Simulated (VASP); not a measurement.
Crystal: Ta3AsAu2O13.

```xyz
19
Lattice="5.7239 0.0000 0.0000 1.2946 6.2567 0.0000 0.2682 1.3098 8.3664" Properties=species:S:1:pos:R:3 pbc="T T T"
Ta    1.7946    2.6749    4.8886
Ta    0.6021    2.0039    8.3542
Ta    4.2740    4.5494    4.2235
As    4.7442    6.6995    6.9482
Au    3.4894    0.8212    1.5572
Au    1.4391    5.7205    3.7383
O     4.8826    5.2937    5.9475
O     3.3158    1.7515    5.8251
O     6.2667    6.7584    7.6914
O     3.3530    6.6833    7.9189
O     4.5661    1.8700    0.2589
O     1.7214    1.5096    0.9266
O     0.9917    1.2312    4.1082
O     3.3694    3.0028    3.6393
O     0.8977    2.6990    6.5755
O     6.1537    3.9289    3.8188
O     4.0568    5.7863    2.9258
O     2.4286    4.7592    5.2267
O     6.5518    6.2513    1.8938
```

The cell was built by a generator and needn't be a form met in nature.

| Property | Result |
| --- | --- |
| Program | VASP 6.6.1 |
| Task | relaxation of cell and atoms |
| Functional | revPBE |
| Potentials or basis | VASP PAW PBE potentials, release 64 (Ta_pv, As, Au, O) |
| Cutoff | 600 eV |
| k mesh | 5 × 5 × 4 |
| Occupations | fermi-dirac, width 0.05 eV |
| Spin | no spin polarisation |

At the start: pressure 3.0 GPa; volume 15.77 Å³/atom.

Problem. Where does the relaxation end?

Solution. Over 43 steps the energy falls by 3.3 meV/atom and the volume is 16.21 Å³/atom (+2.8 %); space group P1 (No. 1, to 0.05 Å).

Step by step:
```csv
step,energy change (eV),largest force (eV/Å),pressure (GPa),volume (Å³)
1,0.0000,0.4368,3.01,299.62
3,-0.0493,0.3294,0.18,304.11
5,-0.0539,0.1706,0.04,304.91
7,-0.0558,0.1320,0.05,305.34
9,-0.0573,0.1322,0.02,305.91
11,-0.0587,0.0816,-0.01,306.49
13,-0.0593,0.0617,0.00,306.73
15,-0.0600,0.0551,0.02,306.97
17,-0.0605,0.0447,0.00,307.18
19,-0.0612,0.0509,0.00,307.48
21,-0.0616,0.0390,0.01,307.62
23,-0.0619,0.0270,-0.01,307.74
25,-0.0621,0.0231,-0.01,307.80
27,-0.0623,0.0495,0.00,307.85
29,-0.0625,0.0188,0.01,307.89
31,-0.0625,0.0284,0.01,307.90
33,-0.0626,0.0136,-0.01,307.94
35,-0.0626,0.0158,-0.01,307.95
37,-0.0626,0.0152,0.01,307.95
39,-0.0626,0.0210,0.02,307.95
41,-0.0627,0.0151,-0.01,308.00
43,-0.0627,0.0099,-0.01,308.02
```

Final structure:
```xyz
19
Lattice="5.7645 -0.0216 -0.0114 1.2802 6.3162 0.0283 0.2485 1.3636 8.4595" Properties=species:S:1:pos:R:3 pbc="T T T"
Ta    1.7806    2.7235    4.9515
Ta    0.5909    2.0475    8.4380
Ta    4.2734    4.6151    4.2923
As    4.7278    6.7903    7.0430
Au    3.5242    0.8101    1.5572
Au    1.4250    5.7961    3.8062
O     4.8796    5.3868    6.0157
O     3.3120    1.8044    5.8936
O     6.2643    6.8386    7.7961
O     3.3275    6.7595    8.0274
O     4.6179    1.8539    0.2520
O     1.7433    1.5002    0.9139
O     0.9865    1.2690    4.1632
O     3.3546    3.0666    3.6977
O     0.8827    2.7407    6.6531
O     6.1591    3.9753    3.8913
O     4.0634    5.8514    2.9821
O     2.4204    4.8235    5.3013
O     6.5756    6.2856    1.9278
```

Caveat: the PAW data sets were made with another functional, which shifts forces and pressure a little.
